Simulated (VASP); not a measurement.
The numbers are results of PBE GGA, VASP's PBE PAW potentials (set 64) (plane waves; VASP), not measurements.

Input for VASP

File POSCAR:
```
Cd
1.0
  1.5038082217  -2.6046725494   0.0000000000
  1.5038082217   2.6046725494   0.0000000000
  0.0000000000   0.0000000000   5.9337885937
Cd
2
Cartesian
  1.5038082217   0.8682259196   1.4834471484
  1.5038082217  -0.8682259196   4.4503414453
```

File KPOINTS:
```
Automatic mesh
0
Gamma
14 14 6
0 0 0
```

**INCAR**
```
EDIFFG  =  -0.02   ! ionic stop
LASPH  =  .True.   ! aspherical one-centre terms
ISMEAR  =  1   ! Methfessel-Paxton
ALGO  =  Normal   ! blocked Davidson
ISIF  =  3   ! ions, shape and volume
LWAVE  =  .False.
NELM  =  100   ! most electronic steps
GGA  =  PE   ! PBE
IBRION  =  2   ! conjugate gradients
LREAL  =  .False.   ! projection in real space or not
SYSTEM  =  Cd
PREC  =  Accurate
EDIFF  =  1E-6
ENCUT  =  500
LCHARG  =  .False.
LMAXMIX  =  4   ! l cut-off of mixed one-centre charges
SIGMA  =  0.1   ! width (eV)
NSW  =  40
```

POTCAR, in this order: Cd (PBE.64 set). Program: vasp_std.

What VASP printed:

**OSZICAR**
```
       N       E                     dE             d eps       ncg     rms          rms(c)
DAV:   1     0.161914664838E+03    0.16191E+03   -0.13040E+04  3080   0.145E+03
DAV:   2     0.185162775863E+01   -0.16006E+03   -0.15642E+03  3152   0.365E+02
DAV:   3    -0.156594184950E+01   -0.34176E+01   -0.34120E+01  3832   0.637E+01
DAV:   4    -0.156989182005E+01   -0.39500E-02   -0.39499E-02  3456   0.191E+00
DAV:   5    -0.156990379677E+01   -0.11977E-04   -0.11977E-04  3904   0.963E-02    0.386E+00
DAV:   6    -0.148521690495E+01    0.84687E-01   -0.26373E-01  3256   0.646E+00    0.315E+00
DAV:   7    -0.148233365975E+01    0.28832E-02   -0.26364E-02  3408   0.164E+00    0.158E+00
DAV:   8    -0.148302909871E+01   -0.69544E-03   -0.33623E-03  3368   0.798E-01    0.873E-02
DAV:   9    -0.148308435369E+01   -0.55255E-04   -0.40873E-05  3928   0.733E-02    0.334E-02
DAV:  10    -0.148312286190E+01   -0.38508E-04   -0.36490E-05  3360   0.690E-02    0.354E-03
DAV:  11    -0.148312276411E+01    0.97793E-07   -0.26253E-08  2368   0.156E-03
   1 F= -.14831228E+01 E0= -.14829959E+01  d E =-.148312E+01
```

File OUTCAR:
```
------------------------ aborting loop because EDIFF is reached ----------------------------------------
  FORCE on cell =-STRESS in cart. coord.  units (eV):
  Direction    XX          YY          ZZ          XY          YZ          ZX
  --------------------------------------------------------------------------------------
  Total        0.0296734      0.0296734      0.0336601      0.0000000     -0.0000000      0.0000000
  in kB        1.0227513      1.0227515      1.1601619      0.0000000     -0.0000000      0.0000000
  external PRESSURE =       1.0685549 kB  Pullay stress =       0.0000000 kB
  volume of cell :       46.48
      direct lattice vectors                 reciprocal lattice vectors
     1.503808222 -2.604672549  0.000000000     0.332489205 -0.191962710  0.000000000
     1.503808222  2.604672549  0.000000000     0.332489205  0.191962710  0.000000000
     0.000000000  0.000000000  5.933788594     0.000000000  0.000000000  0.168526395
 POSITION                                       TOTAL-FORCE (eV/Angst)
 -----------------------------------------------------------------------------------
      1.50381      0.86823      1.48345         0.000000      0.000000      0.000000
      1.50381     -0.86823      4.45034        -0.000000     -0.000000      0.000000
 -----------------------------------------------------------------------------------
    total drift:                               -0.000000      0.000205      0.000001
  FREE ENERGIE OF THE ION-ELECTRON SYSTEM (eV)
  ---------------------------------------------------
  free  energy   TOTEN  =        -1.4831227641 eV

  energy  without entropy=       -1.4827421630  energy(sigma->0) =       -1.48299590

 reached required accuracy - stopping structural energy minimisation
```
(Selected blocks of OUTCAR.)

The compound is Cd in the hcp structure. It was relaxed first, which changed the volume by +8 %.
